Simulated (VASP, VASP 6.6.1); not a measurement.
# Lattice constants of white tin with PBEsol: a close a axis and a slightly flattened cell

## What was measured

The reference is the cell of white (β) tin obtained by powder X-ray diffraction with Rietveld refinement, from "Impact of Surface Chemistry of Silicon Nanoparticles on the Structural and Electrochemical Properties of Si/Ni3.4Sn4 Com-posite Anode for Li-Ion Batteries" (2021, arXiv:2101.01560). The tin was not an isolated sample: it is a crystalline phase that formed in a composite powder milled for 20 h with bare silicon, with crystallites of 27 nm. Strain or dissolved foreign atoms could in principle shift the cell of such a phase. The starting structure, a separate published refinement with a = 5.831 Å and c = 3.181 Å, differs from it by only about 0.001 Å on either axis, which speaks against a large shift. The temperature is not given with the values; room temperature is presumed here.

| compared with | measured | method |
| --- | --- | --- |
| lattice constant a of the conventional cell (Å) | 5.8303 ± 0.0002 | powder XRD, Rietveld |
| lattice constant c of the conventional cell (Å) | 3.1822 ± 0.0001 | powder XRD, Rietveld |

Conditions are those given with the value in the passage it was taken from; "not stated" means there, and the paper may say more elsewhere. The values are a selection: others may have been left out beforehand as unlike or outlying.

## Approach

The aim is to reproduce both axes of the tetragonal cell, each within 1 %. That limit is narrow enough to expose the over- or underbinding common among simple functionals, yet leaves room for the thermal expansion that a static calculation omits. For this soft metal the expansion up to room temperature is roughly half a per cent in length, about twice as much along c as along a, so a sound static cell should come out slightly small.

The model is the primitive cell with two atoms, non-magnetic and without spin-orbit coupling, started from the diffraction cell stretched by 3 % in volume and relaxed with its symmetry kept. PBEsol is the natural first choice for the equilibrium volume of a dense metal. LDA is passed over because it tends to make such cells too small, and PBE is not the starting point because it tends to make those of heavier p-block metals too large. Economising on the k mesh would be a poor saving: the Fermi surface of white tin is intricate, and the axial ratio responds to how it is sampled. The PBEsol cell is therefore tested for mesh and cutoff first, and a neighbouring functional is then set beside it for scale.

System: Sn, space group I4_1/amd (Tin); I4_1/amd (No. 141), 2 atoms in the cell; conventional a = 5.831, c = 3.181 A, from a published structure refinement (COD).

On the selection of runs and values: 3 further cited values are not listed: repeats, values quoted from earlier work, more than five for one quantity or six quantities, or quantities that fewer than three runs give.

## 1. PBEsol with denser mesh and higher cutoff

Three relaxations belong together here: a base run at 450 eV with a 16×16×16 mesh, one with a denser mesh at the same cutoff, and one with a higher cutoff at the same mesh. Each tests one setting separately. Both axes are expected slightly below the measured ones, with changes between the three runs far smaller than the 1 % limit.

**Run 1.** VASP 6.6.1: PBEsol; 450 eV, 16x16x16 k mesh; cell and atoms relaxed, relaxed twice.

Key lines of the input:
```
ALGO = Normal
EDIFF = 1E-06
EDIFFG = -0.006
ENCUT = 450
GGA = PS
IBRION = 2
ISIF = 3
ISMEAR = 1
NBANDS = 20
NELM = 100
NSW = 50
PREC = Accurate
SIGMA = 0.15
KPOINTS: Gamma, 16 16 16
PAW data sets: Sn_d (PBE 64)
```

Command:
```
mpirun -np 4 vasp_std
```

Selected lines of the output:
```
  volume of cell :       53.74
```

Converged; 3.8 min on 4 cores of Intel Xeon Platinum 8259CL at 2.50GHz (Skylake/Cascade Lake), shared host.

**Run 2.** VASP 6.6.1: PBEsol; 450 eV, 22x22x22 k mesh; cell and atoms relaxed, relaxed twice.

Key lines of the input, as changed from run 1:
```diff
- KPOINTS: Gamma, 16 16 16
+ KPOINTS: Gamma, 22 22 22
```

Selected lines of the output:
```
  volume of cell :       53.75
```

Converged; 7.9 min of wall time.

**Run 3.** VASP 6.6.1: PBEsol; 600 eV, 16x16x16 k mesh; cell and atoms relaxed, relaxed twice.

Key lines of the input, as changed from run 1:
```diff
- ENCUT = 450
+ ENCUT = 600
```

Selected lines of the output:
```
  volume of cell :       53.74
```

Converged; 6.5 min of wall time.

| quantity | run 1 | run 2 | run 3 | measured |
| --- | --- | --- | --- | --- |
| lattice constant a of the conventional cell (Å) | 5.840 | 5.8385 | 5.8398 | 5.8303 ± 0.0002 |
| lattice constant c of the conventional cell (Å) | 3.1515 | 3.1534 | 3.1515 | 3.1822 ± 0.0001 |
| volume of the conventional cell (Å³) | 107.48 | 107.50 | 107.48 |  |
| space group at the end | I4_1/amd | I4_1/amd | I4_1/amd |  |
| pressure left at the end (GPa) | −0.0079 | −0.0076 | −0.0198 |  |

With the denser mesh, PBEsol gives a = 5.8385 Å, about 0.1 % above the measured value, and c = 3.1534 Å, 0.9 % below it. Both axes are inside the 1 % limit, a comfortably and c narrowly. Only c falls on the expected side; a was also expected to come out slightly short.

The k mesh and the cutoff do not account for this pattern. Raising the cutoff leaves c unchanged to the printed precision and moves a by 0.0002 Å. The denser mesh lengthens c by about 0.002 Å and shortens a by 0.0015 Å, while the cell volume hardly changes. Even if all of that is due to sampling, it is small beside the 0.0288 Å by which c still falls short. The discrepancy is mainly one of shape: the PBEsol cell is too flat, with an axial ratio about 1 % below the measured one.

## 2. PBE and r2SCAN for the axial ratio

The narrow result for c raises the question of whether the flattened cell is peculiar to PBEsol. PBE has the same gradient-corrected form but binds more weakly, so it should enlarge the cell and show whether the axial ratio changes with the volume. r2SCAN adds the kinetic-energy density and tests a different description of the bonding; no direction is predicted for its axial ratio. Both are run at 450 eV with the 16×16×16 mesh and are to be compared with the PBEsol run at those settings.

**Run 4.** VASP 6.6.1: PBE; 450 eV, 16x16x16 k mesh; cell and atoms relaxed, relaxed twice.

Key lines of the input, as changed from run 1:
```diff
- GGA = PS
+ GGA = PE
```

Selected lines of the output:
```
  volume of cell :       56.81
```

Converged; 4 min of wall time.

**Run 5.** VASP 6.6.1: r2SCAN; 450 eV, 16x16x16 k mesh; cell and atoms relaxed, LASPH on.

Key lines of the input, as changed from run 1:
```diff
- GGA = PS
+ LASPH = .TRUE.
+ METAGGA = R2SCAN
```

Selected lines of the output:
```
  volume of cell :       55.18
```

Converged; 11 min of wall time.

| quantity | run 4 | run 5 | measured |
| --- | --- | --- | --- |
| lattice constant a of the conventional cell (Å) | 5.9469 | 5.8860 | 5.8303 ± 0.0002 |
| lattice constant c of the conventional cell (Å) | 3.2128 | 3.1853 | 3.1822 ± 0.0001 |
| volume of the conventional cell (Å³) | 113.62 | 110.35 |  |
| space group at the end | I4_1/amd | I4_1/amd |  |
| pressure left at the end (GPa) | 0.0040 | 0.0172 |  |

PBE enlarges the cell, as anticipated, but too far: a is 2.0 % above the measured value and misses the limit, while c, just under 1 % too long, passes narrowly. r2SCAN places c within 0.1 % of experiment, but its a is 0.96 % too long, again a narrow pass. Neither margin is wide enough to rank levels on, and the mesh and cutoff tests made with PBEsol do not carry over to these two functionals.

The flattened shape is not peculiar to PBEsol. The ratio c/a is 0.540 with PBE and 0.541 with r2SCAN, against 0.546 measured and 0.540 with PBEsol at the same settings. The three functionals thus differ mainly in volume and share an axial ratio about 1 % too small. The close agreement of c with r2SCAN therefore comes from a cell that is too large overall and too flat, two errors that cancel along this axis. An error of the reference is an unlikely explanation, since the separate refinement used for the starting cell has nearly the same axial ratio. These runs do not identify the cause of the common flattening.

## All runs against the measurement

| run | settings | lattice constant a of the conventional cell (Å) | deviation | lattice constant c of the conventional cell (Å) | deviation | cost |
| --- | --- | --- | --- | --- | --- | --- |
| 1 | PBEsol, 450 eV, 16x16x16 k mesh, relaxed twice | 5.840 | +0.010 (+0.2 %) | 3.1515 | −0.0307 (−1.0 %) | 15 core-min |
| 2 | PBEsol, 450 eV, 22x22x22 k mesh, relaxed twice | 5.8385 | +0.0082 (+0.1 %) | 3.1534 | −0.0288 (−0.9 %) | 32 core-min |
| 3 | PBEsol, 600 eV, 16x16x16 k mesh, relaxed twice | 5.8398 | +0.0095 (+0.2 %) | 3.1515 | −0.0307 (−1.0 %) | 26 core-min |
| 4 | PBE, 450 eV, 16x16x16 k mesh, relaxed twice | 5.9469 | +0.1166 (+2.0 %) | 3.2128 | +0.0306 (+1.0 %) | 16 core-min |
| 5 | r2SCAN, 450 eV, 16x16x16 k mesh, LASPH on | 5.8860 | +0.0557 (+1.0 %) | 3.1853 | +0.0031 (+0.1 %) | 43 core-min |
|  | measured | 5.8303 ± 0.0002 |  | 3.1822 ± 0.0001 |  |  |

Further runs on the same system, made beside this series (convergence steps with loose settings among them):

| further | settings | lattice constant a of the conventional cell (Å) | deviation | lattice constant c of the conventional cell (Å) | deviation | cost |
| --- | --- | --- | --- | --- | --- | --- |
| F1 | r2SCAN + rVV10, 450 eV, 16x16x16 k mesh, relaxed twice, LASPH on | 5.8585 | +0.0282 (+0.5 %) | 3.1681 | −0.0141 (−0.4 %) | 1.8 core-h |
| F2 | optB86b-vdW, 450 eV, 16x16x16 k mesh, LASPH on | 5.8985 | +0.0682 (+1.2 %) | 3.1865 | +0.0043 (+0.1 %) | 36 core-min |
| F3 | TPSS, 450 eV, 16x16x16 k mesh, LASPH on | 5.8884 | +0.0581 (+1.0 %) | 3.1846 | +0.0024 (+0.1 %) | 35 core-min |
| F4 | PBEsol + D3(BJ), 450 eV, 16x16x16 k mesh, relaxed twice | 5.7585 | −0.0718 (−1.2 %) | 3.1060 | −0.0762 (−2.4 %) | 20 core-min |
| F5 | LDA, 450 eV, 16x16x16 k mesh, relaxed twice | 5.7896 | −0.0408 (−0.7 %) | 3.1243 | −0.0579 (−1.8 %) | 19 core-min |
| F6 | PBEsol, 240 eV, 16x16x16 k mesh, relaxed twice | 5.8137 | −0.0166 (−0.3 %) | 3.1384 | −0.0438 (−1.4 %) | 8.9 core-min |
| F7 | PBEsol, 450 eV, 9x9x9 k mesh, relaxed twice | 5.8370 | +0.0067 (+0.1 %) | 3.1576 | −0.0246 (−0.8 %) | 5 core-min |
|  | measured | 5.8303 ± 0.0002 |  | 3.1822 ± 0.0001 |  |  |

## Conclusion

PBEsol meets the target on both axes, but only narrowly on c. At 450 eV with the 22×22×22 mesh, a is 0.1 % too long and c 0.9 % too short, for 32 core-minutes. The change in c between the two denser meshes is comparable with the margin left to the limit, so the pass on c is not robust. The higher cutoff hardly moved the cell. The 9×9×9 mesh brings c closer to experiment, but that is chance, since c does not approach its denser-mesh values steadily.

The near-perfect a hides an error of shape. All functionals shown give an axial ratio about 1 % too small, although their volumes differ widely. Thermal expansion accounts for part of this: it is larger along c, and up to room temperature should raise the ratio by a few tenths of a per cent. Allowing for it would bring the PBEsol c closer to experiment but make a too long by roughly half a per cent. The rest of the flattening is unexplained; the effects of spin-orbit coupling and of the smearing width are not shown in this report.

The comparison runs put the choice of PBEsol in perspective. PBE makes a 2.0 % too long, LDA makes c 1.8 % too short, and adding D3(BJ) to PBEsol contracts the cell too far. r2SCAN and TPSS pass narrowly on a, and allowing for expansion would take both past the limit. r2SCAN + rVV10 is within about half a per cent on both axes, a more even agreement than PBEsol gives, though expansion would take its a close to the limit. PBEsol is thus a serviceable level for the cell of white tin, but these results do not establish it as the best one.

[Logs are printed without paths, hosts, clocks, repeated set-up lines and the standing remarks that a program may print on its own settings, such as how far it seeks lower states.]

[The runs shown are a pick from a larger set of finished runs; failed, doubtful and other runs were left out of it ahead of writing. So were measured values far from every level or from commonly accepted values, and agreement can look better than it is. Lines of input and output are excerpts and may be shortened.]
